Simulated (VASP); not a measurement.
Output of a VASP run:

OUTCAR:
```
 ion  position               nearest neighbor table
   1  0.333  0.667  0.250-   2 3.38   2 3.38   2 3.38   2 3.38   2 3.38   2 3.38
   2  0.667  0.333  0.750-   1 3.38   1 3.38   1 3.38   1 3.38   1 3.38   1 3.38
  LATTYP: Found a hexagonal cell.
 ALAT       =     3.5126894764
 C/A-ratio  =     1.5411598800
 Subroutine PRICEL returns:
 Original cell was already a primitive cell.
 Subroutine GETGRP returns: Found 24 space group operations
The static configuration has the point symmetry D_3d.
 The point group associated with its full space group is D_6h.
The dynamic configuration has the point symmetry D_3d.
 Subroutine INISYM returns: Found 24 space group operations
 Subroutine IBZKPT returns following result:
 Found     76 irreducible k-points:

 Following reciprocal coordinates:
            Coordinates               Weight
  0.000000  0.000000  0.000000      1.000000
  0.083333  0.000000  0.000000      6.000000
  0.166667  0.000000  0.000000      6.000000
  0.250000  0.000000  0.000000      6.000000
  0.333333  0.000000  0.000000      6.000000
  0.416667  0.000000  0.000000      6.000000
  0.500000  0.000000  0.000000      3.000000
  0.083333  0.083333  0.000000      6.000000
  0.166667  0.083333  0.000000     12.000000
  0.250000  0.083333  0.000000     12.000000
  0.333333  0.083333  0.000000     12.000000
  0.416667  0.083333  0.000000     12.000000
  0.166667  0.166667  0.000000      6.000000
  0.250000  0.166667  0.000000     12.000000
  0.333333  0.166667  0.000000     12.000000
  0.416667  0.166667  0.000000      6.000000
  0.250000  0.250000  0.000000      6.000000
  0.333333  0.250000  0.000000     12.000000
  0.333333  0.333333  0.000000      2.000000
  0.000000  0.000000  0.142857      2.000000
  0.083333  0.000000  0.142857     12.000000
  0.166667  0.000000  0.142857     12.000000
  0.250000  0.000000  0.142857     12.000000
  0.333333  0.000000  0.142857     12.000000
  0.416667  0.000000  0.142857     12.000000
  0.500000  0.000000  0.142857      6.000000
  0.083333  0.083333  0.142857     12.000000
  0.166667  0.083333  0.142857     24.000000
  0.250000  0.083333  0.142857     24.000000
  0.333333  0.083333  0.142857     24.000000
  0.416667  0.083333  0.142857     24.000000
  0.166667  0.166667  0.142857     12.000000
  0.250000  0.166667  0.142857     24.000000
  0.333333  0.166667  0.142857     24.000000
  0.416667  0.166667  0.142857     12.000000
  0.250000  0.250000  0.142857     12.000000
  0.333333  0.250000  0.142857     24.000000
  0.333333  0.333333  0.142857      4.000000
  0.000000  0.000000  0.285714      2.000000
  0.083333  0.000000  0.285714     12.000000
   k-points           NKPTS =     76   k-points in BZ     NKDIM =     76   number of bands    NBANDS=     13
   number of dos      NEDOS =    301   number of ions     NIONS =      2
   total plane-waves  NPLWV =  31360
   dimension x,y,z NGX =    28 NGY =   28 NGZ =   40
   dimension x,y,z NGXF=    56 NGYF=   56 NGZF=   80
   ions per type =               2
   PREC   = accura    normal or accurate (medium, high low for compatibility)
   ISTART =      0    job   : 0-new  1-cont  2-samecut
   ICHARG =      2    charge: 1-file 2-atom 10-const
   ISPIN  =      1    spin polarized calculation?
   LNONCOLLINEAR =      F non collinear calculations
   LSORBIT =      F    spin-orbit coupling
   INIWAV =      1    electr: 0-lowe 1-rand  2-diag
   ENCUT  =  520.0 eV  38.22 Ry    6.18 a.u.   6.53  6.53 10.07*2*pi/ulx,y,z
   NELM   =    100;   NELMIN=  2; NELMDL= -5     # of ELM steps
   EDIFF  = 0.1E-06   stopping-criterion for ELM
   LREAL  =      F    real-space projection
   NLSPLINE    = F    spline interpolate recip. space projectors
   LMAXMIX     =    6 max onsite mixed and CHGCAR
   VOSKOWN=      0    Vosko Wilk Nusair interpolation
   EDIFFG = -.1E-01   stopping-criterion for IOM
   NSW    =     30    number of steps for IOM
...
```

### OSZICAR
```
       N       E                     dE             d eps       ncg     rms          rms(c)
DAV:   1     0.641717810223E+02    0.64172E+02   -0.84908E+03  1976   0.132E+03
DAV:   2    -0.431440943295E+01   -0.68486E+02   -0.67495E+02  2033   0.396E+02
DAV:   3    -0.877346101919E+01   -0.44591E+01   -0.41543E+01  3302   0.606E+01
DAV:   4    -0.890862501981E+01   -0.13516E+00   -0.13122E+00  3154   0.872E+00
DAV:   5    -0.891012913406E+01   -0.15041E-02   -0.15064E-02  2743   0.821E-01    0.248E+01
DAV:   6    -0.891057993745E+01   -0.45080E-03   -0.30310E-02  3105   0.215E+00    0.147E+01
DAV:   7    -0.892688926452E+01   -0.16309E-01   -0.53013E-02  3028   0.276E+00    0.391E-01
DAV:   8    -0.892667316110E+01    0.21610E-03   -0.28950E-03  2586   0.493E-01    0.101E-01
DAV:   9    -0.892668360029E+01   -0.10439E-04   -0.23891E-04  3264   0.166E-01    0.290E-02
DAV:  10    -0.892667701521E+01    0.65851E-05   -0.24934E-05  2817   0.458E-02    0.369E-02
DAV:  11    -0.892667760083E+01   -0.58561E-06   -0.24531E-06  2553   0.158E-02    0.260E-03
DAV:  12    -0.892667784613E+01   -0.24530E-06   -0.20807E-07  1798   0.513E-03    0.588E-04
DAV:  13    -0.892667784475E+01    0.13838E-08   -0.35339E-08  1478   0.331E-03
   1 F= -.95636742E+01 E0= -.95626792E+01  d E =-.956367E+01
       N       E                     dE             d eps       ncg     rms          rms(c)
DAV:   1    -0.892776116209E+01   -0.10833E-02   -0.27407E-02  2146   0.131E+00    0.124E-01
DAV:   2    -0.892739456721E+01    0.36659E-03   -0.10146E-03  2977   0.423E-01    0.747E-02
DAV:   3    -0.892719694238E+01    0.19762E-03   -0.20926E-04  2996   0.141E-01    0.410E-02
DAV:   4    -0.892719717676E+01   -0.23438E-06   -0.35273E-05  2893   0.494E-02    0.166E-02
DAV:   5    -0.892719685161E+01    0.32515E-06   -0.12026E-06  3056   0.118E-02    0.965E-04
DAV:   6    -0.892719679713E+01    0.54476E-07   -0.10027E-07  1376   0.298E-03
   2 F= -.95639731E+01 E0= -.95630517E+01  d E =-.298915E-03
       N       E                     dE             d eps       ncg     rms          rms(c)
DAV:   1    -0.892773565039E+01   -0.53880E-03   -0.15269E-02  2096   0.979E-01    0.927E-02
DAV:   2    -0.892753093162E+01    0.20472E-03   -0.56732E-04  2942   0.316E-01    0.559E-02
DAV:   3    -0.892741966879E+01    0.11126E-03   -0.11838E-04  2988   0.106E-01    0.305E-02
DAV:   4    -0.892741990007E+01   -0.23128E-06   -0.19913E-05  2866   0.370E-02    0.125E-02
DAV:   5    -0.892741967765E+01    0.22242E-06   -0.65263E-07  2701   0.879E-03    0.804E-04
DAV:   6    -0.892741963667E+01    0.40985E-07   -0.68897E-08  1281   0.253E-03
   3 F= -.95640410E+01 E0= -.95631852E+01  d E =-.366835E-03
```

OUTCAR:
```
------------------------ aborting loop because EDIFF is reached ----------------------------------------
 Edisp (eV)   -0.63662
  FORCE on cell =-STRESS in cart. coord.  units (eV):
  Direction    XX          YY          ZZ          XY          YZ          ZX
  --------------------------------------------------------------------------------------
  Total       0.09779     0.09779     0.09755     0.00000    -0.00000     0.00000
  in kB       2.70842     2.70842     2.70169     0.00000    -0.00000     0.00000
  external pressure =        2.71 kB  Pullay stress =        0.00 kB
  volume of cell :       57.85
      direct lattice vectors                 reciprocal lattice vectors
     1.752375174 -3.035202905  0.000000000     0.285327028 -0.164733633  0.000000000
     1.752375174  3.035202905  0.000000000     0.285327028  0.164733633  0.000000000
    -0.000000000 -0.000000000  5.438170048     0.000000000  0.000000000  0.183885386
 POSITION                                       TOTAL-FORCE (eV/Angst)
 -----------------------------------------------------------------------------------
      1.75238      1.01174      1.35954         0.000000      0.000000      0.000000
      1.75238     -1.01174      4.07863        -0.000000     -0.000000      0.000000
 -----------------------------------------------------------------------------------
    total drift:                                0.000000      0.000068     -0.000012
  FREE ENERGIE OF THE ION-ELECTRON SYSTEM (eV)
  ---------------------------------------------------
  free  energy   TOTEN  =        -9.5640409954 eV

  energy  without entropy=       -9.5614734650  energy(sigma->0) =       -9.56318515

 reached required accuracy - stopping structural energy minimisation
```
(Selected blocks of OUTCAR.)

### POSCAR
```
Tm
1
    1.7563447083    -3.0420783394     0.0000000000
    1.7563447083     3.0420783394     0.0000000000
    0.0000000000     0.0000000000     5.4136160918
Tm
2
Direct
  0.3333330000   0.6666670000   0.2500000000
  0.6666670000   0.3333330000   0.7500000000
```

Task: Write an INCAR and KPOINTS that could have produced this output.

Result: One answer among several that fit: the input of the run itself, PBE GGA with D3 dispersion (zero damping), plane waves, VASP's PBE PAW potentials (set 64).

KPOINTS:
```
Automatic mesh
0
Gamma
12 12 7
0 0 0
```

**INCAR**
```
LMAXMIX  =  6   # l cut-off of mixed one-centre charges
LREAL  =  .FALSE.   # projection in real space or not
NELM  =  100   # most electronic steps
ALGO  =  Normal
LCHARG  =  .FALSE.
LASPH  =  .TRUE.   # aspherical one-centre terms
EDIFF  =  1E-7
SIGMA  =  0.1
SYSTEM  =  Tm
EDIFFG  =  -0.01   # ionic stop
NSW  =  30   # most ionic steps
IVDW  =  11
ENCUT  =  520   # plane-wave cut-off (eV)
GGA  =  PE   # PBE
IBRION  =  2   # conjugate gradients
ISIF  =  4   # ions and shape, fixed volume
LWAVE  =  .FALSE.
PREC  =  Accurate
ISMEAR  =  1   # Methfessel-Paxton
```

POTCAR, in this order: Tm_3 (PBE.64 set). Program: vasp_std.

The 4f electrons are frozen in the core of the lanthanide potential, so 4f levels, which can set the real gap, and their magnetism are missing.

The compound is Tm in the hcp structure. This run relaxes it. Symmetry was kept, so distortions that lower it aren't found.
